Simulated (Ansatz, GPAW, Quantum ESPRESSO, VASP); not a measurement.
**KCdF3 (Pm-3m, 5 atoms in the cell) computed with different codes at matched settings**

Self-consistent single point.

```xyz
5
Lattice="4.3821 0.0000 0.0000 0.0000 4.3821 0.0000 0.0000 0.0000 4.3821" Properties=species:S:1:pos:R:3 pbc="T T T"
K      0.0000     0.0000     0.0000
Cd     2.1910     2.1910     2.1910
F      0.0000     2.1910     2.1910
F      2.1910     0.0000     2.1910
F      2.1910     2.1910     0.0000
```

All programs got the same cell, k-point mesh and kind of occupations (in Ansatz's words: kpoints.mp_grid.grid = 6 6 6; scf.occupations.method = fermi_dirac; scf.occupations.width = 0.0037 Ry); potentials, basis and cutoffs are each program's usual ones.

```
code                                                              model  pressure (GPa)  gap on the mesh (eV)   cutoff
----------------  -----------------------------------------------------  --------------  --------------------  -------
VASP                         PBEsol, VASP's PBE PAW potentials (set 64)           -6.09                 2.949   400 eV
Ansatz                                  PBEsol, PAW files made with PBE           -0.13                 2.961  30.9 Ry
Quantum ESPRESSO   PBEsol, GBRV 1.5 ultrasoft (PBESOL) pseudopotentials           -0.33                 2.890    40 Ry
GPAW              PBEsol, GPAW PAW datasets PBEsol (made by gpaw-setup)               –                 2.899   900 eV
```

A dash marks a value that a program does not give, or that is left out as unsure.

Gaps are read on the mesh.

The spread over the programs that give each value: pressure within 5.96 GPa; gap on the mesh within 0.071 eV.

The starting cell comes from a database of computed structures (which also holds hypothetical and non-ambient phases and stackings), without a prior relaxation at this level.

Q: Why do the programs differ, and what cannot be compared?

A: Differences of this kind can come from the potentials, where these differ, and from what each basis and cutoff leave unconverged. The valence holds different numbers of electrons (VASP 42, Ansatz (a quantum-chemistry and plane-wave program) 50, Quantum ESPRESSO 42, GPAW 42). The zero of total energies and Fermi levels follows the potentials and each program's conventions, so they are not compared here. Ansatz's pressure is given at a fixed set of plane waves, as the other plane-wave codes print theirs; with its correction for the finite basis it is 0.14 GPa (the shift of 0.27 GPa shows how far the cutoff is from converged). Ansatz's smearing width was typed in Ry to four decimals, so it matches the others to a few per cent. The pressure of GPAW is left out: its cutoff lies under the one at which its stress was checked. In the pressure, VASP (by 5.77) lies more than 1 GPa from the median of the plane-wave programs.

VASP's run is marked for a possible Pulay error in its stress at this cutoff; no cutoff test was made.

Left out of this page: ABINIT (with a known weakness of the program); CP2K, FLEUR and SIESTA (not drawn, or without a comparable value); Elk (unsound by tests on forces, stress, charge or solver warnings).

Keys are those of Ansatz 0.2.
